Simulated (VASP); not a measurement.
Mg2NCl: single point with PBE

Crystal: Mg2NCl.

```
Mg N Cl
1.0
     1.60874    0.92880    6.39679
    -1.60874    0.92880    6.39679
     0.00000   -1.85761    6.39679
Mg N Cl
2 1 1
Direct
  0.22282 0.22282 0.22282
  0.77719 0.77719 0.77719
  0.50000 0.50000 0.50000
  0.00000 0.00000 0.00000
```

The cell comes from a database or a generator and needn't be the stable form of this composition.

```json
{
 "Program": "VASP 6.6.1",
 "Task": "single point",
 "Functional": "PBE",
 "Potentials or basis": "VASP PAW PBE potentials, release 64 (Mg, N, Cl)",
 "Cutoff": "520 eV",
 "k mesh": "12 × 12 × 12",
 "Occupations": "gaussian, width 0.05 eV",
 "Spin": "no spin polarisation"
}
```

```json
{
  "Pressure": "0.8 GPa",
  "Largest force": "0.448 eV/Å",
  "Band gap on the k mesh": "1.42 eV, direct"
}
```

Forces in eV/Å, atoms in the order of the input:
```
Mg   0.000  0.000 -0.448
Mg   0.000  0.000  0.448
N    0.000  0.000  0.000
Cl   0.000  0.000  0.000
```

Stress tensor (GPa, compression positive):
```
  6.37   0.00   0.00
  0.00   6.37   0.00
  0.00   0.00 -10.21
```

Levels at points of the mesh, in eV from the valence-band top:
| k point | band 6 | band 7 | band 8 | band 9 | band 10 | band 11 |
| --- | --- | --- | --- | --- | --- | --- |
| (0.00, 0.00, 0.00) | -1.89 | 0.00 | 0.00 | 1.42 | 5.86 | 7.30 |
| (0.50, 0.00, 0.00) | -2.98 | -1.95 | -0.82 | 3.95 | 5.31 | 5.68 |
| (0.50, 0.50, 0.00) | -2.99 | -1.42 | -0.79 | 2.70 | 3.41 | 5.64 |
| (0.50, 0.50, 0.50) | -2.06 | -0.01 | -0.01 | 4.13 | 4.34 | 7.00 |

Run time: 5.7 min on 1 thread of AMD EPYC 9R45 96-Core Processor (Zen 5) (shared host), peak memory 0.44 GiB.

A k mesh can miss the band edges.
